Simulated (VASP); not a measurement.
All values below come from LDA (Ceperley-Alder, Perdew-Zunger) with spin-orbit coupling, VASP's LDA PAW potentials (set 64) (plane waves; VASP 6.6.1).

VASP input:

File KPOINTS_OPT:
```
k-points along high-symmetry lines
5
Line-mode
Reciprocal
  0.000000   0.000000   0.000000 ! GAMMA
 -0.000000   0.500000   0.000000 ! M

 -0.000000   0.500000   0.000000 ! M
 -0.333333   0.666667   0.000000 ! K

 -0.333333   0.666667   0.000000 ! K
  0.000000   0.000000   0.000000 ! GAMMA

  0.000000   0.000000   0.000000 ! GAMMA
  0.000000   0.000000   0.500000 ! A

  0.000000   0.000000   0.500000 ! A
 -0.000000   0.500000   0.500000 ! L

 -0.000000   0.500000   0.500000 ! L
 -0.333333   0.666667   0.500000 ! H

 -0.333333   0.666667   0.500000 ! H
  0.000000   0.000000   0.500000 ! A

 -0.000000   0.500000   0.500000 ! L
 -0.000000   0.500000   0.000000 ! M

 -0.333333   0.666667   0.500000 ! H
 -0.333333   0.666667   0.000000 ! K
```

POSCAR:
```
ZnO
1
    1.5980435448    -2.7678930284     0.0000000000
    1.5980435448     2.7678930284    -0.0000000000
   -0.0000000000     0.0000000000     5.1654909297
Zn O
2 2
Direct
  0.6666670000   0.3333330000   0.5018010635
  0.3333330000   0.6666670000   0.0018010635
  0.6666670000   0.3333330000   0.8801989365
  0.3333330000   0.6666670000   0.3801989365
```

KPOINTS:
```
K-points
0
Gamma
7 7 4
0 0 0
```

### INCAR
```
SYSTEM  =  ZnO
PREC  =  Accurate; ENCUT  =  520; LREAL  =  .FALSE.
LASPH  =  .TRUE.
EDIFF  =  1E-6; NELM  =  100; ALGO  =  Normal
LMAXMIX  =  4
ISMEAR  =  0; SIGMA  =  0.05
GGA_COMPAT  =  .FALSE.
MAGMOM  =  0 0 0 0 0 0 0 0 0 0 0 0
LSORBIT  =  .TRUE.
LWAVE  =  .FALSE.; LCHARG  =  .FALSE.
```

POTCAR, in this order: Zn O (LDA.64 set). Program: vasp_ncl.

Q: What will the output report for the number of irreducible k-points (NKPTS), number of bands (NBANDS), largest plane-wave count, number of space-group operations, FFT grid (NGX, NGY, NGZ)?

A: 
```json
{
  "number of irreducible k-points (NKPTS)": "32",
  "number of bands (NBANDS)": "44",
  "largest_plane_wave_count": "2488",
  "number_of_space_group_operations": "12",
  "FFT grid (NGX, NGY, NGZ)": "24 × 24 × 40"
}
```

The compound is ZnO in the wurtzite structure. It was relaxed first.
